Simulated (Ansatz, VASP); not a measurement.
## TaAgC: VASP beside Ansatz

```
CELL_PARAMETERS angstrom
0.00000 3.02293 0.00000
0.00000 0.00000 5.69987
6.04586 0.00000 0.00000
ATOMIC_POSITIONS crystal
Ta 0.50000 0.50000 0.25000
Ta 0.50000 0.50000 0.75000
Ag 0.50000 0.00000 0.25000
Ag 0.50000 0.00000 0.75000
C 0.00000 0.50000 0.50000
C 0.00000 0.50000 0.00000
```

Alike in both runs: task single point; functional PBE; k mesh 8 × 4 × 4; occupations gaussian, width 0.2 eV; no spin polarisation.

|  | VASP | Ansatz |
| --- | --- | --- |
| version | VASP 6.6.1 | Ansatz 0.2.0 |
| potentials or method | VASP PAW PBE potentials, release 64 (Ta_pv, Ag, C) | scalar-relativistic, plane waves, PAW |
| plane-wave cutoff (eV) | 520 | 420 |
| valence electrons in the cell | 52 | 72 |

|  | VASP | Ansatz | Ansatz less VASP |
| --- | --- | --- | --- |
| gap on the k mesh at the Fermi level (eV) | none | none | - |
| pressure (GPa) | 0.0 | -0.2 | -0.23 |
| largest component of the traceless stress (GPa) | 0.94 | 1.19 | +0.250 |

A gap of «none» marks a metal or a gap that the smearing closes. The functional is the same, so the differences come from potentials, cutoffs and numerics. The two sets of potentials don't hold the same shells in valence.

Spin-orbit coupling is left out, which matters for the levels of Ta.
